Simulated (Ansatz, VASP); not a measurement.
# Cs2LiP in two plane-wave programs, part 2 of 2

Aim: how closely do two programs agree when they are given the same cell, functional and k mesh? The cell is generated by rule, not measured, and may not be a known phase. The cell is taken from a series of VASP runs on this material, whose earlier steps may have relaxed, scaled or displaced it; both programs get it as it stands.

VASP 6.6.1 and Ansatz 0.2.0.

So far. Step 3 (VASP: band structure, revPBE with D3(BJ)): Within 0.02 Å the cell has space group Cm; at a tight tolerance a small distortion makes it P1.

## Step 5: VASP: band structure, r2SCAN

Level of this step: r2SCAN; plane waves and PAW (Cs_sv, Li_sv, P); invented cell (VASP).

The same path points are solved in both programs, so levels can be compared one by one.

Contents of INCAR:

```
SYSTEM = Cs2LiP
PREC = Accurate
ENCUT = 650
EDIFF = 1E-06
NELM = 100
ISMEAR = 0
SIGMA = 0.05
LREAL = .FALSE.
ALGO = Normal
METAGGA = R2SCAN
LASPH = .TRUE.
NBANDS = 27
LORBIT = 11
LWAVE = .FALSE.
LCHARG = .FALSE.
KPAR = 2
```

Contents of POSCAR:

```
Cs2LiP
1.0
    4.1044531854     -4.3064394911      1.2268414110
    3.3664888358      3.2037219930      0.0582207037
    1.2816001304     -1.4214227380      5.7819633365
Cs Li P
2 1 1
Direct
    0.0847142068      0.1322068170      0.0841663233
    0.4177081829      0.6139060970      0.4175290673
    0.7515536250      0.8772127099      0.7506768217
    0.7507589851      0.3769113760      0.7509927879
```

Contents of KPOINTS:

```
Automatic mesh
0
Gamma
4 4 4
0 0 0
```

Contents of KPOINTS_OPT:

```
Line mode
16
Line-mode
Reciprocal
  0.00000000   0.50000000   0.00000000 X
  0.00000000   0.00000000   0.00000000 GAMMA

  0.00000000   0.00000000   0.00000000 GAMMA
  0.00000000   0.00000000   0.50000000 Y

  0.00000000   0.50000000   0.50000000 L
  0.00000000   0.00000000   0.00000000 GAMMA

  0.00000000   0.00000000   0.00000000 GAMMA
  0.50000000   0.00000000   0.00000000 Z

  0.50000000   0.50000000   0.00000000 N
  0.00000000   0.00000000   0.00000000 GAMMA

  0.00000000   0.00000000   0.00000000 GAMMA
  0.50000000   0.00000000   0.50000000 M

  0.50000000   0.50000000   0.50000000 R
  0.00000000   0.00000000   0.00000000 GAMMA
```

The projector-augmented-wave data sets are Cs_sv, Li_sv and P (PBE family, release 64).

Started as:

```sh
> mpirun -np 2 vasp_std
```

Numbers of over 12 decimals in the logs are rounded to 6 here.

Output:

```text
[banner, memory and clock lines left out]
running    2 mpi-ranks, on    1 nodes
[...]
[... a notice as in an earlier step ...]

 LDA part: xc-table for (None), standard interpolation
 POSCAR, INCAR and KPOINTS ok, starting setup
[...]
entering main loop
       N       E                     dE             d eps       ncg     rms          rms(c)
DAV:   1     0.113510234304E+03    0.11351E+03   -0.11626E+04  1944   0.997E+02
DAV:   2    -0.513653614588E+02   -0.16488E+03   -0.15593E+03  2402   0.185E+02
DAV:   3    -0.700566437654E+02   -0.18691E+02   -0.18590E+02  3082   0.584E+01
DAV:   4    -0.710230765870E+02   -0.96643E+00   -0.95884E+00  3061   0.103E+01
[...]
DAV:  15    -0.632756497914E+02   -0.33729E-04   -0.82578E-06  2386   0.114E-02    0.354E-03
DAV:  16    -0.632756532232E+02   -0.34318E-05   -0.10247E-06  1855   0.357E-03    0.170E-03
DAV:  17    -0.632756528168E+02    0.40637E-06   -0.81186E-08  1194   0.134E-03
   1 F= -.63275653E+02 E0= -.63275653E+02  d E =-.687187E-17
 Start KPOINTS_OPT (optional k-point list driver)
k-point batch [1-36\112]
       N       E                     dE             ncg
DAV:   1    -0.320190203544E+04   -0.15359E+05     1944
DAV:   2    -0.925281235729E+04   -0.60509E+04     2348
DAV:   3    -0.992568356375E+04   -0.67287E+03     2927
DAV:   4    -0.997074353189E+04   -0.45060E+02     3192
DAV:   5    -0.997264574828E+04   -0.19022E+01     2586
DAV:   6    -0.997267466863E+04   -0.28920E-01     2704
DAV:   7    -0.997267538665E+04   -0.71802E-03     2594
DAV:   8    -0.997267539858E+04   -0.11928E-04     2677
DAV:   9    -0.997267539884E+04   -0.25780E-06     1764
[...]
k-point batch [109-112\112]
       N       E                     dE             ncg
DAV:   1     0.112991460570E+05   -0.54536E+03      216
DAV:   2     0.106307880593E+05   -0.66836E+03      268
DAV:   3     0.105571145347E+05   -0.73674E+02      320
DAV:   4     0.105514251584E+05   -0.56894E+01      376
DAV:   5     0.105512728668E+05   -0.15229E+00      263
DAV:   6     0.105512690572E+05   -0.38096E-02      288
DAV:   7     0.105512690117E+05   -0.45521E-04      281
DAV:   8     0.105512690104E+05   -0.13006E-05      272
DAV:   9     0.105512690104E+05   -0.14315E-07      199
```

Parts of OUTCAR (step 5):

```text
  Total        0.3826126      0.3794232      0.3338318     -0.0076883     -0.0123266      0.0024612
  in kB        4.1151516      4.0808478      3.5904938     -0.0826908     -0.1325771      0.0264714
  external PRESSURE =       3.9288311 kB  Pullay stress =       0.0000000 kB

 POSITION                                       TOTAL-FORCE (eV/Angst)
 -----------------------------------------------------------------------------------
      0.90065     -0.06090      0.59827        -0.000555     -0.005267      0.004158
      4.31628     -0.42554      2.96234         0.017186      0.011243     -0.001746
      6.99991     -1.49320      5.31349        -0.025666     -0.003023     -0.003295
      5.31280     -3.09306      5.28522         0.009035     -0.002954      0.000883
 -----------------------------------------------------------------------------------
    total drift:                               -0.024253     -0.001338     -0.005360

  FREE ENERGIE OF THE ION-ELECTRON SYSTEM (eV)
  ---------------------------------------------------
  free  energy   TOTEN  =       -63.2756528168 eV

  energy  without entropy=      -63.2756528168  energy(sigma->0) =      -63.27565282

[... 2 parts as in an earlier step ...]

[... 1 further part left out ...]
[key lines of the parts left out:]
E-fermi :   2.0646
```

The run ends at a pressure of 0.39 GPa, with forces up to 0.026 eV/Å.

## Step 6: Ansatz: band structure, r2SCAN

The same cell, functional, mesh and smearing now go to Ansatz, which takes its cutoff from its data sets.

The cell is taken from a series of VASP runs on this material, whose earlier steps may have relaxed, scaled or displaced it; both programs get it as it stands.

Contents of input.yaml:

```yaml
crystal:
  lattice:
    - [4.1044531854, -4.3064394911, 1.226841411]
    - [3.3664888358, 3.203721993, 0.0582207037]
    - [1.2816001304, -1.421422738, 5.7819633365]
  atoms:
    - { symbol: Cs, position: [0.0847142068, 0.132206817, 0.0841663233] }
    - { symbol: Cs, position: [0.4177081829, 0.613906097, 0.4175290673] }
    - { symbol: Li, position: [0.751553625, 0.8772127099, 0.7506768217] }
    - { symbol: P, position: [0.7507589851, 0.376911376, 0.7509927879] }
hamiltonian:
  xc: r2scan
  pseudopotentials: { kind: paw }
kpoints:
  mp_grid: { grid: [4, 4, 4] }
  band_path:
    path:
      - [0.0, 0.5, 0.0]
      - [0.0, 0.4, 0.0]
      - [0.0, 0.26667, 0.0]
      - [0.0, 0.13333, 0.0]
      - [0.0, 0.0, 0.0]
      - [0.0, 0.0, 0.1]
      - [0.0, 0.0, 0.2]
      - [0.0, 0.0, 0.33333]
      - [0.0, 0.0, 0.46667]
      - [0.0, 0.5, 0.5]
      - [0.0, 0.43333, 0.43333]
      - [0.0, 0.3, 0.3]
      - [0.0, 0.16667, 0.16667]
      - [0.0, 0.06667, 0.06667]
      - [0.03333, 0.0, 0.0]
      - [0.16667, 0.0, 0.0]
      - [0.3, 0.0, 0.0]
      - [0.43333, 0.0, 0.0]
      - [0.46667, 0.46667, 0.0]
      - [0.36667, 0.36667, 0.0]
      - [0.23333, 0.23333, 0.0]
      - [0.1, 0.1, 0.0]
      - [0.0, 0.0, 0.0]
      - [0.13333, 0.0, 0.13333]
      - [0.26667, 0.0, 0.26667]
      - [0.36667, 0.0, 0.36667]
      - [0.5, 0.0, 0.5]
      - [0.4, 0.4, 0.4]
      - [0.26667, 0.26667, 0.26667]
      - [0.13333, 0.13333, 0.13333]
      - [0.0, 0.0, 0.0]
    npoints: 1
scf:
  occupations: { method: gaussian, width: 0.05 }
  n_extra_bands: 8
output:
  forces: true
  stress: true
  eigenvalues: true
  write_density: true
  write_potential: true
  elf: true
  volumetric_format: npy
```

Started as:

```sh
> ansatz run input.yaml --threads 2 --pin off --max-ram 4608MiB --backend cpu --events-out ev --progress --plain --runs-dir out
```

Output:

```text
[...]
Crystal: 4 atoms, lattice volume = 148.965 Å³
Basis set: ecut = 500 eV, 3753 PW (Γ), exchange–correlation on 180×144×180 points (64 copies of the dense FFT grid, shifted against one another)
Bands: 21, of which v1, the nominal top of the filled ones, is band 13 counted from 1 (12 counted from 0)
Symmetry: 1 space group operations
[...]
k-point 0: bands = [... 9 lower, -3.4427, 3.8235, 4.0703, 4.0769, 5.8165, 7.0901, 9.0321, 9.0437, ... 4 higher]
  k-point 1: bands = [... 9 lower, -3.2251, 3.7655, 3.9504, 4.2428, 6.7322, 6.7685, 8.3254, 8.7159, ... 4 higher]
  k-point 2: bands = [... 9 lower, -3.1002, 3.7470, 4.1052, 4.4280, 6.4370, 7.3818, 7.9009, 8.5696, ... 4 higher]
  k-point 35: bands = [... 9 lower, -3.1750, 3.4777, 4.5571, 4.6935, 6.8116, 7.3523, 8.4522, 8.6055, ... 4 higher]
[key lines of the parts left out:]
SCF converged after 7 iterations
Free energy (F): -12338.041319 eV
Fermi energy:    5.257147 eV
P = ⅓ Tr σ = 0.3677 GPa (3.677 kbar)
```

Elapsed: 13 s, on 2 threads of Intel Xeon Platinum 8375C at 2.90GHz (Ice Lake), shared host; peak memory 0.75 GiB.

## Step 7: Differences

What differs besides the data sets and the points named for the pairs above, as far as they apply: VASP keeps PBE cores, Ansatz makes them for the functional; the cutoff is 500 eV in Ansatz and 650 eV in VASP. Total energies have different zeros and are not compared.

Both answers:

| quantity | Ansatz | VASP | difference |
| --- | --- | --- | --- |
| pressure (GPa) | 0.37 | 0.39 | -0.03 |
| gap over the path points (eV) | 1.120 | 1.111 | +0.009 |

Levels at points of the path, from each program's valence-band top (eV; 4 filled, then empty):

| k (reciprocal lattice) | Ansatz | VASP |
| --- | --- | --- |
| 0.000 0.500 0.000 | -8.06 -1.31 -0.41 -0.41 1.83 1.84 4.05 | -8.07 -1.28 -0.42 -0.41 1.82 1.83 4.05 |
| 0.000 0.400 0.000 | -8.06 -1.28 -0.44 -0.44 1.98 1.99 3.52 | -8.07 -1.25 -0.45 -0.44 1.97 1.98 3.52 |
| 0.000 0.267 0.000 | -8.09 -1.15 -0.53 -0.52 2.40 2.59 2.59 | -8.09 -1.14 -0.54 -0.53 2.40 2.58 2.59 |
| 0.000 0.133 0.000 | -8.12 -0.97 -0.60 -0.59 1.49 2.68 3.51 | -8.12 -0.98 -0.61 -0.60 1.48 2.68 3.51 |
| 0.000 0.000 0.000 | -8.14 -0.87 -0.63 -0.62 1.12 2.39 4.34 | -8.14 -0.89 -0.64 -0.63 1.11 2.39 4.35 |
| 0.000 0.000 0.100 | -8.09 -0.85 -0.72 -0.59 1.33 2.32 4.28 | -8.09 -0.87 -0.73 -0.60 1.32 2.31 4.29 |
| 0.000 0.000 0.200 | -7.98 -0.88 -0.78 -0.51 1.80 2.15 3.83 | -7.98 -0.89 -0.80 -0.52 1.79 2.14 3.85 |
| 0.000 0.000 0.333 | -7.85 -0.97 -0.68 -0.36 1.91 2.41 3.38 | -7.85 -0.98 -0.69 -0.37 1.90 2.41 3.39 |
| 0.000 0.000 0.467 | -7.80 -0.95 -0.59 -0.27 1.75 2.68 3.21 | -7.80 -0.96 -0.61 -0.28 1.74 2.67 3.23 |
| 0.000 0.500 0.500 | -7.88 -1.22 -0.14 0.00 2.12 2.66 3.74 | -7.88 -1.19 -0.14 0.00 2.11 2.65 3.74 |

At this near-relaxed geometry the largest component of a force difference is 16 meV/Å. Among the levels compared at these points, filled levels agree within 26 meV and empty ones within 22 meV.

## Step 8: VASP: single point, revPBE with D3(BJ)

With cell and atoms fixed, the geometry can't cause a difference; cores, projectors, grids and the points listed under the comparison can.

INCAR, as its differences from that of step 5:

```diff
@@ -9,5 +9,5 @@
 ALGO = Normal
-METAGGA = R2SCAN
-LASPH = .TRUE.
-NBANDS = 27
+GGA = RE
+IVDW = 12
+NBANDS = 45
 LORBIT = 11
@@ -16 +16,4 @@
 KPAR = 2
+LOPTICS = .TRUE.
+NEDOS = 1500
+CSHIFT = 0.1
```

POSCAR is that of step 5.

Contents of KPOINTS:

```
Automatic mesh
0
Gamma
6 6 6
0 0 0
```

Started as:

```sh
> mpirun -np 2 vasp_std
```

Output:

```text
[banner, memory and clock lines left out]
running    2 mpi-ranks, on    1 nodes
[...]
[... a notice as in an earlier step ...]

 LDA part: xc-table for (Slater+PW92), standard interpolation
 POSCAR, INCAR and KPOINTS ok, starting setup
[...]
entering main loop
       N       E                     dE             d eps       ncg     rms          rms(c)
DAV:   1     0.163797657213E+03    0.16380E+03   -0.10281E+04 10080   0.580E+02
DAV:   2     0.473588569850E+01   -0.15906E+03   -0.14747E+03 12053   0.129E+02
DAV:   3    -0.115221170598E+02   -0.16258E+02   -0.16058E+02 15004   0.380E+01
DAV:   4    -0.122419439571E+02   -0.71983E+00   -0.70714E+00 14766   0.575E+00
[...]
DAV:  13    -0.960238975327E+01    0.16187E-06   -0.78481E-05 11248   0.245E-02    0.183E-02
DAV:  14    -0.960236465453E+01    0.25099E-04   -0.73939E-05 12619   0.185E-02    0.146E-02
DAV:  15    -0.960236521907E+01   -0.56454E-06   -0.55159E-06 11997   0.553E-03
   1 F= -.11036202E+02 E0= -.11036202E+02  d E =-.637578E-14
 optical routines
 imaginary and real dielectric function
 recalculating local potential from charge density
 direction            1
 direction            2
 direction            3
```

From OUTCAR (step 8):

```text
 Edisp (eV)   -1.43384

  Total      -0.00964     0.00483    -0.02899    -0.02254    -0.01276    -0.00308
  in kB      -0.10363     0.05200    -0.31183    -0.24246    -0.13723    -0.03313
  external pressure =       -0.12 kB  Pullay stress =        0.00 kB

 POSITION                                       TOTAL-FORCE (eV/Angst)
 -----------------------------------------------------------------------------------
      0.90065     -0.06090      0.59827        -0.002462     -0.001707      0.001683
      4.31628     -0.42554      2.96234         0.006912      0.006880     -0.001991
      6.99991     -1.49320      5.31349        -0.009245     -0.004537      0.000675
      5.31280     -3.09306      5.28522         0.004794     -0.000636     -0.000366
 -----------------------------------------------------------------------------------
    total drift:                                0.000112     -0.000191      0.000119

  FREE ENERGIE OF THE ION-ELECTRON SYSTEM (eV)
  ---------------------------------------------------
  free  energy   TOTEN  =       -11.0362016356 eV

  energy  without entropy=      -11.0362016356  energy(sigma->0) =      -11.03620164

[... 1 part as in an earlier step ...]

[... 2 further parts left out ...]
[key lines of the parts left out:]
E-fermi :   2.2162
```

## Step 9: Ansatz: single point, revPBE with D3(BJ)

The same cell, functional, mesh and smearing now go to Ansatz, which takes its cutoff from its data sets.

The cell is taken from a series of VASP runs on this material, whose earlier steps may have relaxed, scaled or displaced it; both programs get it as it stands.

Contents of input.yaml:

```yaml
crystal:
  lattice:
    - [4.1044531854, -4.3064394911, 1.226841411]
    - [3.3664888358, 3.203721993, 0.0582207037]
    - [1.2816001304, -1.421422738, 5.7819633365]
  atoms:
    - { symbol: Cs, position: [0.0847142068, 0.132206817, 0.0841663233] }
    - { symbol: Cs, position: [0.4177081829, 0.613906097, 0.4175290673] }
    - { symbol: Li, position: [0.751553625, 0.8772127099, 0.7506768217] }
    - { symbol: P, position: [0.7507589851, 0.376911376, 0.7509927879] }
hamiltonian:
  xc: revpbe
  pseudopotentials: { kind: paw }
  dispersion: d3bj
kpoints:
  mp_grid: { grid: [6, 6, 6] }
scf:
  occupations: { method: gaussian, width: 0.05 }
  n_extra_bands: 5
output:
  forces: true
  stress: true
  eigenvalues: true
```

Started as:

```sh
> ansatz run input.yaml --threads 2 --pin off --max-ram 4608MiB --backend cpu --events-out ev --progress --plain --runs-dir out
```

Output:

```text
[...]
Crystal: 4 atoms, lattice volume = 148.965 Å³
Basis set: ecut = 420 eV, 2911 PW (Γ), exchange–correlation on 90×64×90 points (8 copies of the dense FFT grid, shifted against one another)
Bands: 18, of which v1, the nominal top of the filled ones, is band 13 counted from 1 (12 counted from 0)
Symmetry: 1 space group operations
[...]
k-point 0: bands = [... 9 lower, -2.9068, 4.0505, 4.2749, 4.2812, 5.7530, 7.1558, 8.9800, 8.9903, ... 1 higher]
  k-point 1: bands = [... 9 lower, -2.7913, 4.0488, 4.1109, 4.3596, 6.2747, 6.9785, 8.5493, 8.7557, ... 1 higher]
  k-point 2: bands = [... 9 lower, -2.6354, 3.9097, 4.2344, 4.5299, 6.6863, 7.0816, 7.9654, 8.4935, ... 1 higher]
  k-point 111: bands = [... 9 lower, -2.6606, 3.6998, 4.7409, 4.8872, 6.7445, 7.3191, 8.3792, 8.5318, ... 1 higher]
[key lines of the parts left out:]
SCF converged after 7 iterations
Free energy (F): -12321.236495 eV
Fermi energy:    5.322446 eV
P = ⅓ Tr σ = -0.0487 GPa (-0.487 kbar)
```

Elapsed: 11 s, on 2 threads; peak memory 0.63 GiB; 23 s of CPU time.

The run ends at a pressure of -0.05 GPa, with forces up to 0.010 eV/Å.

## Step 10: Side by side

Both answers:

| quantity | Ansatz | VASP | difference |
| --- | --- | --- | --- |
| pressure (GPa) | -0.05 | -0.01 | -0.04 |
| gap on the k mesh (eV) | 0.863 | 0.857 | +0.006 |

At this near-relaxed geometry the largest component of a force difference is 3 meV/Å. A gap on the mesh is an upper bound, since the band edges may lie between its points.

## Step 11: Results

```json
{
  "difference in gap over the path points (band structure, revPBE with D3(BJ))": "0.0060 eV",
  "difference in gap over the path points (band structure, r2SCAN)": "0.0090 eV",
  "difference in gap on the k mesh (single point, revPBE with D3(BJ))": "0.0061 eV"
}
```

The difference in gap over the path points is 0.0090 eV (band structure, r2SCAN), within the 0.08 eV picked in this series as the mark of a large difference. How closely two codes agree says nothing of how well the functional describes the real material.

[Lines on the potential files, build, host, timing and source positions are cut from VASP's logs without a mark.]

[Logs are printed without paths, hosts, clocks, repeated set-up lines and the standing remarks that a program may print on its own settings, such as how far it seeks lower states.]

[Hosts, paths, dates, database ids (printed as entryN), source tags and the programs' standing remarks are cut or masked in the printed files.]
